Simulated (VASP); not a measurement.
All values below come from LDA (Ceperley-Alder, Perdew-Zunger), VASP's LDA PAW potentials (set 64) (plane waves; VASP 6.6.1).

A VASP calculation is set up with these files.

INCAR:
```
ISMEAR=-1
PREC=Accurate
LCHARG=F
SIGMA=0.1   ! width (eV)
ISIF=2   ! forces and stress, cell fixed
ENCUT=300
SYSTEM=YGa
NELM=100   ! most electronic steps
EDIFF=1E-6   ! SCF stop (eV)
ALGO=Normal
LASPH=T   ! aspherical one-centre terms
LWAVE=F
LMAXMIX=4   ! l cut-off of mixed one-centre charges
LREAL=F   ! projection in real space or not
```

File KPOINTS:
```
kpoints
0
G
 6 6 6
```

File POSCAR:
```
YGa
1
    2.1510000000    -5.4300000000     0.0000000000
    2.1510000000     5.4300000000     0.0000000000
    0.0000000000     0.0000000000     4.0730000000
Y Ga
2 2
Direct
  0.8578550000   0.1307230000   0.2636770000
  0.1335850000   0.8625670000   0.7323390000
  0.5769820000   0.4117090000   0.2616660000
  0.4315780000   0.5950010000   0.7423180000
```

POTCAR, in this order: Y_sv Ga_d (LDA.64 set). Program: vasp_std.

The resulting files:

OUTCAR:
```
 ion  position               nearest neighbor table
   1  0.858  0.131  0.264-   4 2.90   4 3.02   4 3.02   3 3.05   4 3.14   3 3.21   3 3.21   2 3.52
                             2 3.66   2 3.79   2 3.80   2 3.92   2 3.94
   2  0.134  0.863  0.732-   3 2.93   3 2.95   4 3.07   3 3.09   3 3.11   4 3.15   4 3.24   1 3.52
                             1 3.66   1 3.79   1 3.80   1 3.92   1 3.94
   3  0.577  0.412  0.262-   4 2.65   4 2.77   2 2.93   2 2.95   1 3.05   2 3.09   2 3.11   1 3.21
                             1 3.21
   4  0.432  0.595  0.742-   3 2.65   3 2.77   1 2.90   1 3.02   1 3.02   2 3.07   1 3.14   2 3.15
                             2 3.24
  LATTYP: Found a base centered orthorhombic cell.
 ALAT       =     4.3020000000
 B/A-ratio  =     2.5244072524
 C/A-ratio  =     0.9467689447
 Subroutine PRICEL returns:
 Original cell was already a primitive cell.
 Subroutine GETGRP returns: Found  1 space group operations
The static configuration has the point symmetry C_1 .
The dynamic configuration has the point symmetry C_1 .
 Subroutine INISYM returns: Found  1 space group operations
 Subroutine IBZKPT returns following result:
 Found    112 irreducible k-points:

 Following reciprocal coordinates:
            Coordinates               Weight
  0.000000  0.000000  0.000000      1.000000
  0.166667  0.000000  0.000000      2.000000
  0.000000  0.166667  0.000000      2.000000
  0.333333  0.000000  0.000000      2.000000
  0.000000  0.333333  0.000000      2.000000
  0.500000  0.000000  0.000000      1.000000
  0.000000  0.500000  0.000000      1.000000
  0.166667  0.166667  0.000000      2.000000
  0.333333  0.166667  0.000000      2.000000
  0.166667  0.333333  0.000000      2.000000
  0.500000  0.166667  0.000000      2.000000
  0.166667  0.500000  0.000000      2.000000
 -0.333333  0.166667  0.000000      2.000000
  0.166667 -0.333333  0.000000      2.000000
 -0.166667  0.166667  0.000000      2.000000
  0.333333  0.333333  0.000000      2.000000
  0.500000  0.333333  0.000000      2.000000
  0.333333  0.500000  0.000000      2.000000
 -0.333333  0.333333  0.000000      2.000000
  0.500000  0.500000  0.000000      1.000000
  0.000000  0.000000  0.166667      2.000000
  0.166667  0.000000  0.166667      2.000000
 -0.166667  0.000000  0.166667      2.000000
  0.000000  0.166667 -0.166667      2.000000
  0.000000 -0.166667 -0.166667      2.000000
  0.333333  0.000000  0.166667      2.000000
 -0.333333  0.000000  0.166667      2.000000
  0.000000  0.333333 -0.166667      2.000000
  0.000000 -0.333333 -0.166667      2.000000
  0.500000  0.000000  0.166667      2.000000
  0.000000  0.500000 -0.166667      2.000000
  0.166667  0.166667  0.166667      2.000000
 -0.166667 -0.166667  0.166667      2.000000
  0.333333  0.166667  0.166667      2.000000
 -0.333333 -0.166667  0.166667      2.000000
  0.166667  0.333333 -0.166667      2.000000
 -0.166667 -0.333333 -0.166667      2.000000
  0.500000  0.166667  0.166667      2.000000
  0.500000 -0.166667  0.166667      2.000000
  0.166667  0.500000 -0.166667      2.000000
   k-points           NKPTS =    112   k-points in BZ     NKDIM =    112   number of bands    NBANDS=     28
   number of dos      NEDOS =    301   number of ions     NIONS =      4
   total plane-waves  NPLWV =  31104
   dimension x,y,z NGX =    36 NGY =   36 NGZ =   24
   dimension x,y,z NGXF=    72 NGYF=   72 NGZF=   48
   ions per type =               2   2
   PREC   = accura    normal or accurate (medium, high low for compatibility)
   ISTART =      0    job   : 0-new  1-cont  2-samecut
   ICHARG =      2    charge: 1-file 2-atom 10-const
   ISPIN  =      1    spin polarized calculation?
   LNONCOLLINEAR =      F non collinear calculations
...
```

### OSZICAR
```
       N       E                     dE             d eps       ncg     rms          rms(c)
DAV:   1     0.304804136444E+03    0.30480E+03   -0.17818E+04  6364   0.174E+03
DAV:   2     0.130101449275E+02   -0.29179E+03   -0.28507E+03  6528   0.427E+02
DAV:   3    -0.215123714350E+02   -0.34523E+02   -0.32930E+02  8096   0.123E+02
DAV:   4    -0.252496744170E+02   -0.37373E+01   -0.36884E+01  9844   0.278E+01
DAV:   5    -0.253651769845E+02   -0.11550E+00   -0.11507E+00  8676   0.488E+00    0.393E+01
DAV:   6    -0.239821562447E+02    0.13830E+01   -0.28750E+00  7064   0.713E+00    0.268E+01
DAV:   7    -0.238903508194E+02    0.91805E-01   -0.29859E+00  8296   0.918E+00    0.555E+00
DAV:   8    -0.238237922993E+02    0.66559E-01   -0.67929E-01  7504   0.379E+00    0.193E+00
DAV:   9    -0.238217506132E+02    0.20417E-02   -0.50369E-02  8492   0.185E+00    0.508E-01
DAV:  10    -0.238217886619E+02   -0.38049E-04   -0.12489E-02  8028   0.125E+00    0.264E-01
DAV:  11    -0.238213001645E+02    0.48850E-03   -0.29262E-03  8180   0.702E-01    0.861E-02
DAV:  12    -0.238213227780E+02   -0.22613E-04   -0.31787E-04  9224   0.108E-01    0.572E-02
DAV:  13    -0.238213190204E+02    0.37575E-05   -0.22652E-05  7704   0.371E-02    0.133E-02
DAV:  14    -0.238213193449E+02   -0.32450E-06   -0.26970E-06  5632   0.236E-02
   1 F= -.23821319E+02 E0= -.23762480E+02  d E =-.117679E+00
```

### OUTCAR
```
------------------------ aborting loop because EDIFF is reached ----------------------------------------
  FORCE on cell =-STRESS in cart. coord.  units (eV):
  Direction    XX          YY          ZZ          XY          YZ          ZX
  --------------------------------------------------------------------------------------
  Total       -1.6969426     -2.4488700     -2.5976148      0.0145311     -0.2125952     -0.1488313
  in kB      -28.5754509    -41.2374378    -43.7422059      0.2446947     -3.5799708     -2.5062260
  external PRESSURE =     -37.8516982 kB  Pullay stress =       0.0000000 kB
  volume of cell :       95.14
      direct lattice vectors                 reciprocal lattice vectors
     2.151000000 -5.430000000  0.000000000     0.232450023 -0.092081031  0.000000000
     2.151000000  5.430000000  0.000000000     0.232450023  0.092081031  0.000000000
     0.000000000  0.000000000  4.073000000     0.000000000  0.000000000  0.245519273
 POSITION                                       TOTAL-FORCE (eV/Angst)
 -----------------------------------------------------------------------------------
      2.12643     -3.94833      1.07396         0.255950      0.100023     -0.434818
      2.14272      3.95837      2.98282        -0.034152     -0.154058      0.530103
      2.12667     -0.89743      1.06577         0.072037      0.455653     -0.474919
      2.20817      0.88739      3.02346        -0.293836     -0.401618      0.379634
 -----------------------------------------------------------------------------------
    total drift:                               -0.000607     -0.000917      0.001698
  FREE ENERGIE OF THE ION-ELECTRON SYSTEM (eV)
  ---------------------------------------------------
  free  energy   TOTEN  =       -23.8213193449 eV

  energy  without entropy=      -23.7036408350  energy(sigma->0) =      -23.76248009
```
(Selected blocks of OUTCAR.)

At this cut-off the stress carries a Pulay error, which pulls relaxed volumes low.

The structure comes from a measured YGa entry of the Crystallography Open Database, whose conditions weren't checked. The cell was not relaxed at this level, atoms are displaced from their ideal sites.
